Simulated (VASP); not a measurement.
```yaml
crystal:
  lattice:
    - [0.00000, 2.88150, 2.88150]
    - [2.88150, 0.00000, 2.88150]
    - [2.88150, 2.88150, 0.00000]
  atoms:
    - { symbol: Ga, position: [0.00000, 0.00000, 0.00000] }
    - { symbol: As, position: [0.25000, 0.25000, 0.25000] }
```

Calculation: PBE GGA, VASP's PBE PAW potentials (set 64) (plane waves; VASP 6.6.1). Run with 400 eV cut-off, KSPACING 0.6 per Å, Gaussian smearing of 0.050 eV, potentials Ga_d As.

Gaps are read on the run's mesh, which can miss a band edge.

Q: Predict the energy per atom (σ→0), band gap (on the k-mesh) with the smallest direct gap where there is one.

A: 
* **band gap (on the k-mesh)**: 0.08 eV
* **smallest direct gap (on the k-mesh)**: 0.08 eV
* **energy per atom (σ→0)**: -4.050 eV/atom

The absolute energy has meaning only against runs of the same code, potentials and settings.

The compound is GaAs in the zinc blende structure. The cell was not relaxed at this level. The run is one of a series of settings (KGAMMA = .TRUE., KSPACING = 0.6, KPOINTS file removed against the base run), some of them coarse on purpose.
